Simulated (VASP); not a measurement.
An input for Quantum ESPRESSO's pw.x (written as the equivalent of a VASP run, and not itself run):

```
&CONTROL
  calculation = 'vc-relax'
  pseudo_dir = './pseudo'
  outdir = './out'
  tprnfor = .true.
  tstress = .true.
  nstep = 30
  forc_conv_thr = 0.00039
/
&SYSTEM
  ibrav = 0
  nat = 4
  ntyp = 1
  ecutwfc = 44
  occupations = 'smearing'
  smearing = 'gaussian'
  degauss = 0.003675
  input_dft = 'vdw-df2-b86r'
/
&ELECTRONS
  conv_thr = 7.3e-09
  electron_maxstep = 100
/
&IONS
/
&CELL
  cell_dofree = 'shape'
/
ATOMIC_SPECIES
  P 30.974 P.upf
CELL_PARAMETERS angstrom
     1.7032796   -5.3412985    0.0000000
     1.7032796    5.3412985    0.0000000
     0.0000000    0.0000000    4.4202474
ATOMIC_POSITIONS crystal
  P    0.1030983  0.8969017  0.9221687
  P    0.3969017  0.6030983  0.4221687
  P    0.6030983  0.3969017  0.5778313
  P    0.8969017  0.1030983  0.0778313
K_POINTS automatic
  7 7 5 0 0 0
```

### Question
Translate this input to VASP (INCAR, KPOINTS, POSCAR, choice of POTCAR).

### Answer
One answer among several that fit: 
### POSCAR
```
P
1
    1.7032796125    -5.3412984872     0.0000000000
    1.7032796125     5.3412984872     0.0000000000
    0.0000000000     0.0000000000     4.4202474120
P
4
Direct
  0.1030983301   0.8969016699   0.9221686548
  0.3969016699   0.6030983301   0.4221686548
  0.6030983301   0.3969016699   0.5778313452
  0.8969016699   0.1030983301   0.0778313452
```

File KPOINTS:
```
Automatic mesh
0
Gamma
7 7 5
0 0 0
```

INCAR:
```
AGGAC=0.0
ALGO=Normal
EDIFF=1E-7
EDIFFG=-0.01
ENCUT=520
GGA=MK
IBRION=2
ISIF=4
ISMEAR=0
LASPH=T
LCHARG=F
LREAL=F
LUSE_VDW=T
LWAVE=F
NELM=100
NSW=30
PARAM1=0.1234568
PARAM2=0.7114
PREC=Accurate
SIGMA=0.05
SYSTEM=P
ZAB_VDW=-1.8867
```

POTCAR, in this order: P (PBE.64 set). Program: vasp_std.

What does not carry over: the potentials are each code's own (VASP's PAW set, PseudoDojo norm-conserving files in pw.x), so ENCUT and ecutwfc are chosen apart and not converted; conv_thr bounds pw.x's estimated SCF error, while EDIFF bounds the energy change between steps; forc_conv_thr acts on force components and is met together with etot_conv_thr.

The compound is P in the black structure. This cell is one point of a volume scan, at 1.06 of the reference volume. Symmetry was kept, so distortions that lower it aren't found.
